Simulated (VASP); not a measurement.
VASP input:

**INCAR**
```
SYSTEM  =  Pt
PREC  =  Accurate; ENCUT  =  480; LREAL  =  .False.
LASPH  =  .True.
EDIFF  =  1E-7; NELM  =  100; ALGO  =  Normal
LMAXMIX  =  6; LMIXTAU  =  .True.
ISMEAR  =  1; SIGMA  =  0.1
METAGGA  =  R2SCAN
ISIF  =  2
LWAVE  =  .False.; LCHARG  =  .False.
```

POSCAR:
```
Pt
1.0
  0.0000000000   1.8922495021   1.9710932314
  1.8922495021   0.0000000000   1.9710932314
  1.8922495021   1.8922495021   0.0000000000
Pt
1
Cartesian
  0.0000000000   0.0000000000   0.0000000000
```

KPOINTS:
```
Automatic
0
Gamma
  14 14 14
```

POTCAR, in this order: Pt (PBE.64 set). Program: vasp_std.

**Question.** Write an equivalent input for Ansatz.

**Answer.** One equivalent input (not run):
Ansatz 0.2 input:
```yaml
crystal:
  lattice:
    - [0.0000000, 1.8922495, 1.9710932]
    - [1.8922495, 0.0000000, 1.9710932]
    - [1.8922495, 1.8922495, 0.0000000]
  atoms:
    - { symbol: Pt, position: [0.0000000, 0.0000000, 0.0000000] }
kpoints:
  mp_grid: { grid: [14, 14, 14] }
hamiltonian:
  xc: r2scan
  pseudopotentials: { kind: paw }
scf:
  occupations: { method: methfessel_paxton, width: 0.1 }
  max_iter: 100
output: { forces: true, stress: true, eigenvalues: true }
```
Limits of the translation: each code has its own PAW files, so the cut-off isn't converted (ENCUT is set for VASP's; basis.ecutwfc is left out, and Ansatz then takes the one that its files recommend); Ansatz stops its SCF on the density residual and VASP on the energy change (EDIFF).

The compound is Pt in the fcc structure. This cell was strained or had an atom moved on purpose.
